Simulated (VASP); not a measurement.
An input for Quantum ESPRESSO's pw.x (written as the equivalent of a VASP run, and not itself run):

```
&CONTROL
  calculation = 'vc-relax'
  pseudo_dir = './pseudo'
  outdir = './out'
  tprnfor = .true.
  tstress = .true.
  nstep = 60
  forc_conv_thr = 0.00039
/
&SYSTEM
  ibrav = 0
  nat = 2
  ntyp = 2
  ecutwfc = 74
  occupations = 'smearing'
  smearing = 'gaussian'
  degauss = 0.003675
  input_dft = 'pbe'
/
&ELECTRONS
  conv_thr = 7.3e-08
  electron_maxstep = 100
/
&IONS
/
&CELL
/
ATOMIC_SPECIES
  Li 6.940 Li.upf
  Br 79.904 Br.upf
CELL_PARAMETERS angstrom
     0.0000000    2.7500000    2.7500000
     2.7500000    0.0000000    2.7500000
     2.7500000    2.7500000    0.0000000
ATOMIC_POSITIONS crystal
  Li   0.0000000  0.0000000  0.0000000
  Br   0.5000000  0.5000000  0.5000000
K_POINTS automatic
  8 8 8 0 0 0
```

Task: Write the VASP files for the same calculation (PBE).

Result: This is not unique; one that fits is 
**KPOINTS**
```
K-points
0
gamma
  8 8 8
0 0 0
```

### INCAR
```
ALGO  =  Normal
EDIFF  =  1E-6
EDIFFG  =  -0.01
ENCUT  =  450
GGA  =  PE
IBRION  =  2
ISIF  =  3
ISMEAR  =  0
LASPH  =  .TRUE.
LCHARG  =  .FALSE.
LMAXMIX  =  4
LREAL  =  .FALSE.
LWAVE  =  .FALSE.
NELM  =  100
NSW  =  60
PREC  =  Accurate
SIGMA  =  0.05
SYSTEM  =  LiBr
```

**POSCAR**
```
LiBr
1
    0.0000000000     2.7500000000     2.7500000000
    2.7500000000     0.0000000000     2.7500000000
    2.7500000000     2.7500000000     0.0000000000
Li Br
1 1
Direct
  0.0000000000   0.0000000000   0.0000000000
  0.5000000000   0.5000000000   0.5000000000
```

POTCAR, in this order: Li_sv Br (PBE.64 set). Program: vasp_std.

What does not carry over: the potentials are each code's own (VASP's PAW set, PseudoDojo norm-conserving files in pw.x), so ENCUT and ecutwfc are chosen apart and not converted; conv_thr bounds pw.x's estimated SCF error, while EDIFF bounds the energy change between steps; forc_conv_thr acts on force components and is met together with etot_conv_thr.

The compound is LiBr in the rock salt structure. This run relaxes it. Symmetry was kept, so distortions that lower it aren't found.
